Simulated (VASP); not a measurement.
Input:

```xyz
2
Lattice="0.0000 3.0945 3.0945 3.0945 0.0000 3.0945 3.0945 3.0945 0.0000" Properties=species:S:1:pos:R:3 pbc="T T T"
In     0.0000     0.0000     0.0000
As     1.5473     1.5473     1.5473
```

These are PBE GGA, VASP's PBE PAW potentials (set 64) (plane waves; VASP) values and carry that method's errors. Run with 520 eV cut-off, 11×11×11 Γ-centred mesh, tetrahedra with Blöchl corrections, potentials In_d As.

Unless said otherwise, spin-orbit coupling is left out, though it shifts the bands of the heavy elements here.

Problem. What does the run give for the energy per atom (σ→0), band gap (on the k-mesh) with the smallest direct gap where there is one?

Solution. 
```yaml
band gap (on the k-mesh): none (metal, semimetal or under 0.01 eV)
energy per atom (σ→0): -3.860 eV/atom
```

Total energies compare only between runs with the same potentials, cut-off and functional.

The compound is InAs in the zinc blende structure. It was relaxed first, which changed the volume by +7 %.
